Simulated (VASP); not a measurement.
```
CELL_PARAMETERS angstrom
      4.05493     0.00000     0.00000
     -2.02747     3.51167     0.00000
      0.00000     0.00000     4.17904
ATOMIC_POSITIONS crystal
  Ca 0.00000 0.00000 0.00000
  Si 0.33333 0.66667 0.50000
  Si 0.66667 0.33333 0.50000
```

All values below come from PBEsol GGA, VASP's PBE PAW potentials (set 64) (plane waves; VASP). Run with 400 eV cut-off, 10×10×8 Γ-centred mesh, tetrahedra with Blöchl corrections, potentials Ca_sv Si.

Estimate the energy per atom (σ→0), band gap (on the k-mesh) with the smallest direct gap where there is one.

| Quantity | Result |
|---|---|
| band gap (on the k-mesh) | none (metal, semimetal or under 0.01 eV) |
| energy per atom (σ→0) | -4.908 eV/atom |

Total energies compare only between runs with the same potentials, cut-off and functional.

The structure comes from a computed database's CaSi2 entry (P6/mmm); how it stands against other phases isn't given here. It was relaxed first.
